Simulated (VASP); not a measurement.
A convergence study with VASP on ZrO$_{2}$ (fluorite): one setting is varied, all else stays as given below, so the limit is that of these other settings.

```yaml
crystal:
  lattice:
    - [0.00000, 2.54500, 2.54500]
    - [2.54500, 0.00000, 2.54500]
    - [2.54500, 2.54500, 0.00000]
  atoms:
    - { symbol: Zr, position: [0.00000, 0.00000, 0.00000] }
    - { symbol: O, position: [0.25000, 0.25000, 0.25000] }
    - { symbol: O, position: [0.75000, 0.75000, 0.75000] }
```

Level of theory: PBE GGA, VASP's PBE PAW potentials (set 64) (plane waves; VASP). The tightest run used: 700 eV cut-off, 12×12×12 Monkhorst-Pack mesh, Gaussian smearing of 0.050 eV, potentials Zr_sv O.

Problem. The settings run are 1×1×1 mesh; 2×2×2 mesh; 3×3×3 mesh; 4×4×4 mesh; 5×5×5 mesh; 6×6×6 mesh; 7×7×7 mesh; 8×8×8 mesh; 9×9×9 mesh; 10×10×10 mesh; 11×11×11 mesh; 12×12×12 mesh. From which on does the stress (every component) stay within 0.2 GPa of the tightest run?

Solution. From 3×3×3 mesh on: it is off by 0.04 there and by no more than 0.2 in any finer run, while 2×2×2 mesh is off by 0.55.
```tsv
setting	E (eV/atom)	pressure (GPa)	irreducible k-points	difference judged (GPa)
1×1×1 mesh	-9.9559	-25.66	1	29.46
2×2×2 mesh	-9.5481	3.25	2	0.55
3×3×3 mesh	-9.5231	3.76	4	0.04
4×4×4 mesh	-9.5247	3.80	10	0.00
5×5×5 mesh	-9.5245	3.80	10	0.00
6×6×6 mesh	-9.5245	3.80	28	0.00
7×7×7 mesh	-9.5245	3.80	20	0.00
8×8×8 mesh	-9.5245	3.80	60	0.00
9×9×9 mesh	-9.5245	3.80	35	0.00
10×10×10 mesh	-9.5245	3.80	110	0.00
11×11×11 mesh	-9.5245	3.80	56	0.00
12×12×12 mesh	-9.5245	3.80	182	0.00
```

Left out are rungs that failed or repeat a setting and relaxations that didn't move; long series are thinned to 24 rows.

The compound is ZrO2 in the fluorite structure, the high-temperature cubic form, which is unstable at 0 K; the monoclinic form is the stable one. The cell was not relaxed at this level.
